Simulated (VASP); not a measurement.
Input:

```xyz
5
Lattice="6.2316 0.0000 0.0000 0.0000 6.2316 0.0000 0.0000 0.0000 6.2316" Properties=species:S:1:pos:R:3 pbc="T T T"
Cs     0.0000     0.0000     0.0000
Sn     3.1158     3.1158     3.1158
I      3.1158     0.0000     3.1158
I      0.0000     3.1158     3.1158
I      3.1158     3.1158     0.0000
```

Calculation: AM05 GGA, VASP's PBE PAW potentials (set 64) (plane waves; VASP). Settings: 520 eV cut-off, 4×4×4 Γ-centred mesh, Gaussian smearing of 0.050 eV, potentials Cs_sv Sn_d I.

**Question.** Give the energy at these volumes per atom, relative to the lowest: 45.41, 46.86, 48.31, 49.76, 51.21 Å³.

**Answer.** 10.2, 2.5, 0.0, 1.8, 7.2 meV/atom. A third-order Birch-Murnaghan fit gives B0 = 15.8 GPa and B0′ = 4.6.

The compound is CsSnI3 in the cubic perovskite structure, the ideal cubic form; the compound distorts at low or room temperature. It was relaxed first.
